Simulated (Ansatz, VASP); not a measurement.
## Ta (Ta wire along [110], 5 atoms a period) in two plane-wave programs

Wanted: the spread between two codes on one cell, functional and k mesh. Of the first pair: The structure shown is the start of the Ansatz relaxation below; VASP solves that cell, so the two are compared at the walk's first step.

Program: Ansatz 0.2.0. Level of theory: plane waves, with VASP 6.6.1 beside it; single point at PBE. Results are calculated unless marked as measured.

### 1. The starting structure

The cell holds 5 atoms: 5 Ta. Its edges and angles: a = 10.120 Å, b = 9.148 Å, c = 4.695 Å, α = 90.0°, β = 90.0°, γ = 90.0°. Vacuum lies along a and b. The structure's axis is c.

### 2. Ansatz: relaxation, PBE

Ansatz runs on its default PAW (the set named soft_2) files.

The two programs are compared at the cell with which this relaxation starts, whose forces are those of its first step.

File input.yaml:

```yaml
crystal:
  lattice:
    - [10.12, 0.0, 0.0]
    - [0.0, 9.148, 0.0]
    - [0.0, 0.0, 4.6951890271]
  atoms:
    - { symbol: Ta, position: [0.5, 0.371665938, 0.0] }
    - { symbol: Ta, position: [0.335968379, 0.371665938, 0.5] }
    - { symbol: Ta, position: [0.5, 0.628289737, 0.5] }
    - { symbol: Ta, position: [0.664031621, 0.371665938, 0.5] }
    - { symbol: Ta, position: [0.664031621, 0.628289737, 0.0] }
kpoints:
  mp_grid: { grid: [1, 1, 18] }
scf:
  occupations: { method: fermi_dirac, width: 0.05 }
hamiltonian:
  xc: pbe
relax:
  cell: { fix: [a, b, alpha, beta, gamma] }
  max_steps: 60
```

Command:

```sh
$ ansatz run input.yaml --threads 4 --pin off --max-ram 16384MiB --backend cpu --events-out ev --progress --plain --runs-dir out
```

Numbers of over 12 decimals in the logs are rounded to 6 here.

The log of the run:

```text
Engine: ansatz 0.2.0, aarch64-unknown-linux-gnu
Pseudopotentials: kind: paw
Pseudopotential: Ta, paw, valence charge 13, recommended cutoff 420 eV (normal), Ta.paw.azcp
Functional definition: PBE
  parameter kappa = 0.804
  parameter beta = 0.066725
  exchange = pbe_x(kappa = kappa, mu = beta*pi^2/3)
  correlation = pbe_c(beta = beta)
Crystal: 5 atoms, lattice volume = 434.670 Å³
Basis set: ecut = 420 eV, 8457 PW (Γ), exchange–correlation on 144×128×64 points (8 copies of the dense FFT grid, shifted against one another)
Bands: 39, of which v1, the nominal top of the filled ones, is band 33 counted from 1 (32 counted from 0)
Symmetry: 2 space group operations
Space group: Pm (ITA 6), of the structure as read, at distance tolerance 7.6e-5 Å
k-points: 10 of 18
Non-local potential: Ta, projectors of the file, l = 0: 3, l = 1: 2, l = 2: 2, l = 3: 1
PAW form: soft (Blöchl's): semilocal exchange-correlation on the pseudo side does not see the compensation charge
PAW one-centre angular grid: Ta, 590 points (default); XC on 64 Gauss nodes
Initial density: superposition of atomic densities (neutral atoms: chi_scale 0, normalization atom), corrected by the library's trained network
Initial wavefunctions: pseudopotential atomic-orbital guess
Functional: x = pbe(κ = 0.804, μ = 0.219515), c = pbe(β = 0.066725)
SCF iter   1: F=—  HF=-49645.802184 eV  |F-HF|=—  |Δ(HF+E_count)|=         —  Δρ=8.58e-3  dr2=1.49e0  ethr=1.77e-3  ⟨swp⟩=8.6  Hψ=1690  notcnv=0
preconditioner: auto → LDOS  [metal: Δε(μ)=0.066 eV  Ē_g=2.203 eV  σ=0.050 eV  W_gap=0.30  n_scr=64 (ndim 8)  ℏωp=8.9 eV  f_vac=0.513  D(μ)=6.06/eV (n_scr^D=30)  β→1.0]
SCF iter   2: F=—  HF=-49645.761310 eV  |F-HF|=—  |Δ(HF+E_count)|=   4.09e-2  Δρ=8.14e-3  dr2=1.46e0  ethr=1.77e-3  ⟨swp⟩=3.8  Hψ=698  notcnv=0
SCF iter   3: F=—  HF=-49645.681640 eV  |F-HF|=—  |Δ(HF+E_count)|=   7.97e-2  Δρ=1.44e-3  dr2=3.89e-2  ethr=1.77e-3  ⟨swp⟩=3.1  Hψ=588  notcnv=0
SCF iter   4: F=—  HF=-49645.680514 eV  |F-HF|=—  |Δ(HF+E_count)|=   1.13e-3  Δρ=5.40e-4  dr2=5.36e-3  ethr=5.98e-5  ⟨swp⟩=2.0  Hψ=572  notcnv=0
SCF iter   5: F=—  HF=-49645.680389 eV  |F-HF|=—  |Δ(HF+E_count)|=   1.25e-4  Δρ=2.68e-4  dr2=1.02e-3  ethr=8.25e-6  ⟨swp⟩=2.0  Hψ=518  notcnv=0
SCF iter   6: F=—  HF=-49645.680390 eV  |F-HF|=—  |Δ(HF+E_count)|=   1.21e-6  Δρ=1.03e-4  dr2=1.65e-4  ethr=1.58e-6  ⟨swp⟩=2.0  Hψ=499  notcnv=0
SCF iter   7: F=—  HF=-49645.680402 eV  |F-HF|=—  |Δ(HF+E_count)|=   1.18e-5  Δρ=4.53e-5  dr2=3.12e-5  ethr=2.55e-7  ⟨swp⟩=2.0  Hψ=466  notcnv=0
SCF iter   8: F=—  HF=-49645.680712 eV  |F-HF|=—  |Δ(HF+E_count)|=   3.10e-4  Δρ=1.59e-5  dr2=4.24e-6  ethr=4.80e-8  ⟨swp⟩=2.0  Hψ=517  notcnv=0
SCF iter   9: F=—  HF=-49645.680712 eV  |F-HF|=—  |Δ(HF+E_count)|=   6.50e-7  Δρ=4.72e-6  dr2=2.30e-7  ethr=6.53e-9  ⟨swp⟩=2.1  Hψ=528  notcnv=0
SCF iter  10: F=-49645.680712 eV  HF=-49645.680712 eV  |F-HF|=2.76e-8  |Δ(HF+E_count)|=   1.22e-7  Δρ=2.16e-6  dr2=6.35e-8  ethr=1.54e-10  ⟨swp⟩=6.1  Hψ=1497  notcnv=0
SCF 1 converged in 10 iterations: F = -49645.680712 eV  dr2 = 6.35e-8
  greatest PAW one-centre occupation: 0.999 electrons in one spin orbital (limit 2), on the Ta atom at site 0 (counted from 0), in its partial waves of l = 0
relax step   1: F+E_penalty+E_count = -49645.68071225 eV  Δ(F+E_penalty+E_count) = +0.000e0 eV  max|allowed force component| = 3.704e0 eV/Å  Δτ_max = 0.0000 Å  P = -5.853 GPa  Ω = 434.670 Å³  fix = [a, b, alpha, beta, gamma]  reactions: a -5.063, b -4.954 GPa; gamma +0.875 GPa/rad  (10 SCF iters, dr2 threshold 1.00e-7 eV, accepted)
[...]
relax step  24: F+E_penalty+E_count = -49648.87856860 eV  Δ(F+E_penalty+E_count) = +1.433e-6 eV  max|allowed force component| = 3.109e-2 eV/Å  Δτ_max = 0.0025 Å  P = -0.101 GPa  Ω = 407.450 Å³  energy of the carried Pulay correction = +1.644e-3 eV  fix = [a, b, alpha, beta, gamma]  (11 SCF iters, rejected (line search))
[...]
relax step  25: F+E_penalty+E_count = -49648.87860135 eV  Δ(F+E_penalty+E_count) = -3.133e-5 eV  max|allowed force component| = 7.594e-3 eV/Å  Δτ_max = 0.0013 Å  P = -0.106 GPa  Ω = 407.636 Å³  energy of the carried Pulay correction = +1.632e-3 eV  fix = [a, b, alpha, beta, gamma]  reactions: a -0.065, b -0.256 GPa; gamma -0.018 GPa/rad  (10 SCF iters, accepted)
[...]
relax step  26: F+E_penalty+E_count = -49648.87744980 eV  Δ(F+E_penalty+E_count) = +1.152e-3 eV  max|allowed force component| = 7.655e-3 eV/Å  Δτ_max = 0.0000 Å  P = -0.109 GPa  Ω = 407.636 Å³  fix = [a, b, alpha, beta, gamma]  reactions: a -0.065, b -0.257 GPa; gamma -0.018 GPa/rad  stress off target by 4.04e-3 GPa on what of the cell is left free  SCF on the basis re-selected at this cell (its energy is not comparable with the rows above)  (7 SCF iters)
basis re-selected at this cell: Δ(F+E_penalty+E_count) = +1.152e-3 eV, ΔP = -0.002 GPa vs the last step (what re-selecting the basis moved, of the pressure what is left beyond the Pulay correction that the steps carried, after the strain that the cell walked since its last selection, with what the two solves' SCF thresholds leave and, on support functions, any second-order correction that the steps lacked; it is no measure of the basis error at this ecutwfc). The dense FFT grid was sized anew with the basis: this SCF ran on 72×64×30 points, the steps before it on 72×64×32, so part of this shift can come from that change (see relax.cell in the input reference). [rest of the remark cut]
SCF converged after 7 iterations
Free energy (F): -49648.877450 eV
Harris-Foulkes:  -49648.877450 eV  (|F-HF|=1.46e-11)
Internal energy: -49648.837250 eV  (E = F + TS)
E sigma→0 (E₀):  -49648.857350 eV
Entropy (-TS):   -0.040200 eV (-8.040 meV/atom)
Fermi energy:    1.697560 eV
--- Per-component energies (eV) ---
  E_band       = -1636.609981
  E_kinetic    = 1820.669546
  E_local      = -16152.096744  (includes V_loc(G=0)·N_el)
  E_nonlocal   = 84.081269
  E_hartree    = 7089.796543
  E_xc         = -1080.879234
  E_vxc        = -1004.822131  (∫ρ·V_xc dr)
  E_paw        = -41983.727073  (= ΣΔE_a)
  E_vpaw       = -564.036029  (= ΣTr[D̂ρ^β])
  E_aug_tail   = 0.000750  (compensation charges beyond the density's cutoff)
  E_ewald      = 573.317693
  E_smearing   = -0.040200  (= −TS)
  E_closure    = -0.000000  (closes the sum)
  Σ components = -49648.877450   (vs F -49648.877450, Δ=0.00e0)
--- Forces (eV/Å), atoms counted from 1 ---
  atom   1  Ta    -0.00765350     0.00014680    -0.00000000
  atom   2  Ta    -0.00280926     0.00193601    -0.00000000
  atom   3  Ta     0.00024384    -0.00446379     0.00000000
  atom   4  Ta     0.00627492     0.00396878     0.00000000
  atom   5  Ta     0.00394950    -0.00159673     0.00000000
  max |Σ_I F_I| component: 8.92e-6 eV/Å
--- Stress (GPa, compression-positive) ---
       -0.065170       0.018162      -0.000000
        0.018162      -0.256518       0.000000
       -0.000000       0.000000      -0.004037
  P = ⅓ Tr σ = -0.1086 GPa (-1.086 kbar)
--- Relaxed structure (25 steps of the walk, 20 accepted, 1 SCFs on fresh bases) ---
  F+E_penalty+E_count = -49648.87744980 eV   max|allowed force component| = 7.655e-3 eV/Å   (the final SCF, on the basis selected at the relaxed cell)
  cell:  # Å, volume = 407.6356 Å³
    - [10.12, 0, 0]
    - [0, 9.148, 0]
    - [0, 0, 4.403170]
  atoms:
    - { symbol: Ta, position: [0.453421, 0.445709, 1.1146155555724425e-17] }
    - { symbol: Ta, position: [0.346757, 0.514947, 0.500000] }
    - { symbol: Ta, position: [0.589426, 0.613744, 0.500000] }
    - { symbol: Ta, position: [0.569813, 0.331086, 0.500000] }
    - { symbol: Ta, position: [0.704614, 0.466092, -9.711197640715485e-18] }
```

In the SCF lines HF is the Harris–Foulkes energy and dr2 the Hartree energy of the density residual, in eV; the loop may stop once dr2 is under the threshold and the program's other checks hold. Hψ counts applications of the Hamiltonian.

### 3. VASP: single point, PBE, start cell, pair 1

The same cell, functional, mesh and smearing now go to VASP, with its own data sets.

Lines of VASP's logs that name or quote its potential files are left out, and so is its time.

File INCAR:

```
SYSTEM = Ta
PREC = Accurate
ENCUT = 400
EDIFF = 1E-06
NELM = 120
ISMEAR = -1
SIGMA = 0.05
LREAL = .FALSE.
ALGO = Normal
GGA = PE
NBANDS = 34
LASPH = .TRUE.
LORBIT = 11
LWAVE = .FALSE.
LCHARG = .FALSE.
ISIF = 2
GGA_COMPAT = .FALSE.
KPAR = 2
```

File POSCAR:

```
Ta
1.0
   10.1200000000      0.0000000000      0.0000000000
    0.0000000000      9.1480000000      0.0000000000
    0.0000000000      0.0000000000      4.6951890000
Ta
5
Direct
    0.5000000000      0.3716659379      0.0000000000
    0.3359683794      0.3716659379      0.5000000000
    0.5000000000      0.6282897901      0.5000000000
    0.6640316206      0.3716659379      0.5000000000
    0.6640316206      0.6282897901      0.0000000000
```

File KPOINTS:

```
Automatic mesh
0
Gamma
1 1 18
0 0 0
```

PAW data sets: Ta_pv (PBE family, release 64).

Command:

```sh
$ mpirun -np 2 vasp_std
```

The log of the run:

```text
[banner, memory and clock lines left out]
running    2 mpi-ranks, on    1 nodes
 distrk:  each k-point on    1 cores,    2 groups
 distr:  one band on    1 cores,    1 groups

 POSCAR found type information on POSCAR Ta
 POSCAR found :  1 types and       5 ions
 LDA part: xc-table for (Slater+PW92), standard interpolation
 POSCAR, INCAR and KPOINTS ok, starting setup
 FFT: planning ... GRIDC
 FFT: planning ... GRID_SOFT
 FFT: planning ... GRID
 WAVECAR not read
 entering main loop
       N       E                     dE             d eps       ncg     rms          rms(c)
DAV:   1     0.298195896353E+03    0.29820E+03   -0.25913E+04   968   0.104E+03
DAV:   2    -0.234117893737E+02   -0.32161E+03   -0.31573E+03   824   0.272E+02
DAV:   3    -0.486926375311E+02   -0.25281E+02   -0.24651E+02   942   0.544E+01
DAV:   4    -0.501280341718E+02   -0.14354E+01   -0.14106E+01  1008   0.104E+01
DAV:   5    -0.501906802772E+02   -0.62646E-01   -0.62216E-01  1056   0.177E+00    0.182E+01
DAV:   6    -0.455170724738E+02    0.46736E+01   -0.43520E+01   920   0.328E+01    0.949E+00
DAV:   7    -0.447169087135E+02    0.80016E+00   -0.28299E+01   920   0.176E+01    0.637E+00
DAV:   8    -0.438776083594E+02    0.83930E+00   -0.10163E+01  1016   0.100E+01    0.340E+00
DAV:   9    -0.435889705145E+02    0.28864E+00   -0.27936E+00  1032   0.770E+00    0.148E+00
DAV:  10    -0.435744151666E+02    0.14555E-01   -0.59524E-01  1048   0.384E+00    0.114E+00
DAV:  11    -0.435502435110E+02    0.24172E-01   -0.26316E-01   992   0.218E+00    0.572E-01
DAV:  12    -0.435460849314E+02    0.41586E-02   -0.70424E-02   944   0.142E+00    0.343E-01
DAV:  13    -0.435479303497E+02   -0.18454E-02   -0.30608E-02   968   0.896E-01    0.230E-01
DAV:  14    -0.435505293938E+02   -0.25990E-02   -0.14048E-02  1008   0.578E-01    0.118E-01
DAV:  15    -0.435532406265E+02   -0.27112E-02   -0.44377E-03   832   0.328E-01    0.579E-02
DAV:  16    -0.435554059739E+02   -0.21653E-02   -0.12020E-03   908   0.145E-01    0.348E-02
DAV:  17    -0.435561786833E+02   -0.77271E-03   -0.45036E-04   872   0.119E-01    0.174E-02
DAV:  18    -0.435564492231E+02   -0.27054E-03   -0.11935E-04   840   0.513E-02    0.855E-03
DAV:  19    -0.435564774209E+02   -0.28198E-04   -0.32542E-05   960   0.244E-02    0.553E-03
DAV:  20    -0.435564791124E+02   -0.16915E-05   -0.13443E-05   824   0.165E-02    0.261E-03
DAV:  21    -0.435564799289E+02   -0.81650E-06   -0.14996E-06   576   0.669E-03
   1 F= -.43556480E+02 E0= -.43522238E+02  d E =-.684837E-01
```

From OUTCAR (step 3):

```text
ion  position               nearest neighbor table
   1  0.500  0.372  0.000-   2 2.88   4 2.88   2 2.88   4 2.88   5 2.88   3 3.32   3 3.32
   2  0.336  0.372  0.500-   1 2.88   1 2.88   3 2.88   4 3.32
   3  0.500  0.628  0.500-   5 2.88   5 2.88   2 2.88   4 2.88   1 3.32   1 3.32
   4  0.664  0.372  0.500-   1 2.88   1 2.88   3 2.88   2 3.32   5 3.32   5 3.32
   5  0.664  0.628  0.000-   3 2.88   3 2.88   1 2.88   4 3.32   4 3.32

  LATTYP: Found a simple orthorhombic cell.
 ALAT       =     4.6951890000
 B/A-ratio  =     1.9483773710
 C/A-ratio  =     2.1553977912

 Subroutine GETGRP returns: Found  2 space group operations
 (whereof  2 operations were pure point group operations)

The static configuration has the point symmetry C_1h.

 Found     10 irreducible k-points:

   k-points           NKPTS =     10   k-points in BZ     NKDIM =     10   number of bands    NBANDS=     34

   dimension x,y,z NGX =    70 NGY =   60 NGZ =   32
   dimension x,y,z NGXF=   140 NGYF=  120 NGZF=   64

   ENCUT  =  400.0 eV  29.40 Ry    5.42 a.u.  16.50 14.92  7.66*2*pi/ulx,y,z

   NELECT =      55.0000    total number of electrons

 k-points in reciprocal lattice and weights: Automatic mesh
   0.00000000  0.00000000  0.00000000       0.056
   0.00000000  0.00000000  0.05555556       0.111
   0.00000000  0.00000000  0.11111111       0.111
   0.00000000  0.00000000  0.16666667       0.111
   0.00000000  0.00000000  0.22222222       0.111
   0.00000000  0.00000000  0.27777778       0.111
   0.00000000  0.00000000  0.33333333       0.111
   0.00000000  0.00000000  0.38888889       0.111
   0.00000000  0.00000000  0.44444444       0.111
   0.00000000  0.00000000  0.50000000       0.056

 average (electrostatic) potential at core
       1 -43.8560       2 -44.4687       3 -44.2755       4 -44.7046       5 -44.4110

 E-fermi :  -1.2255

 k-point     1 :       0.0000    0.0000    0.0000
  band No.  band energies     occupation
    ...
     24      -2.0070      2.00000
     25      -1.5371      1.99607
     26      -1.5131      1.99367
     27      -1.4344      1.96981
     28      -1.3556      1.86186
     29      -1.0504      0.05844
     30      -0.9940      0.01932
     31      -0.9093      0.00358
     32      -0.7892      0.00032
     33      -0.2551      0.00000
    ...

 k-point     2 :       0.0000    0.0000    0.0556
  band No.  band energies     occupation
    ...
     24      -2.0105      2.00000
     25      -1.5686      1.99791
     26      -1.5373      1.99609
     27      -1.4226      1.96187
     28      -1.3452      1.83277
     29      -1.0125      0.02785
     30      -0.9689      0.01173
     31      -0.8817      0.00206
     32      -0.7824      0.00028
     33      -0.2495      0.00000
    ...

 k-point     3 :       0.0000    0.0000    0.1111
  band No.  band energies     occupation
    ...
     24      -2.0303      2.00000
     25      -1.6559      1.99963
     26      -1.5723      1.99806
     27      -1.3853      1.92132
     28      -1.2735      1.44622
     29      -0.9615      0.01013
     30      -0.9439      0.00713
     31      -0.7924      0.00035
     32      -0.7427      0.00013
     33      -0.2391      0.00000
    ...

  Total      -13.8292398    -13.5387706    -20.5152585     -2.3756986      0.0000000      0.0000000
  in kB      -50.9740503    -49.9033920    -75.6184599     -8.7567343      0.0000000      0.0000000
  external PRESSURE =     -58.8319674 kB  Pullay stress =       0.0000000 kB

  energy-cutoff  :      400.00
  volume of cell :      434.67
      direct lattice vectors                 reciprocal lattice vectors
    10.120000000  0.000000000  0.000000000     0.098814229  0.000000000  0.000000000
     0.000000000  9.148000000  0.000000000     0.000000000  0.109313511  0.000000000
     0.000000000  0.000000000  4.695189000     0.000000000  0.000000000  0.212983971

 POSITION                                       TOTAL-FORCE (eV/Angst)
 -----------------------------------------------------------------------------------
      5.06000      3.40000      0.00000         0.509497      2.250756      0.000000
      3.40000      3.40000      2.34759         3.707024      1.127320      0.000000
      5.06000      5.74759      2.34759         0.368470     -3.055798      0.000000
      6.72000      3.40000      2.34759        -3.262377      2.554654      0.000000
      6.72000      5.74759      0.00000        -1.322614     -2.876931      0.000000
 -----------------------------------------------------------------------------------
    total drift:                                0.000195     -0.000269     -0.000000

  FREE ENERGIE OF THE ION-ELECTRON SYSTEM (eV)
  ---------------------------------------------------
  free  energy   TOTEN  =       -43.5564799289 eV

  energy  without entropy=      -43.4879962455  energy(sigma->0) =      -43.52223809

 total charge
# of ion       s       p       d       tot
------------------------------------------
    1        0.373   6.062   2.297   8.732
    2        0.418   5.967   2.294   8.679
    3        0.392   6.026   2.274   8.693
    4        0.386   6.002   2.245   8.633
    5        0.405   5.993   2.268   8.667
--------------------------------------------------
tot          1.974  30.051  11.378  43.403

[... 3 further parts left out ...]
```

(Continued in part 2 of 2.)

[Lines on the potential files, build, host, timing and source positions are cut from VASP's logs without a mark.]

[Logs are printed without paths, hosts, clocks, repeated set-up lines and the standing remarks that a program may print on its own settings, such as how far it seeks lower states.]

[Hosts, paths, dates, database ids (printed as entryN), source tags and the programs' standing remarks are cut or masked in the printed files.]
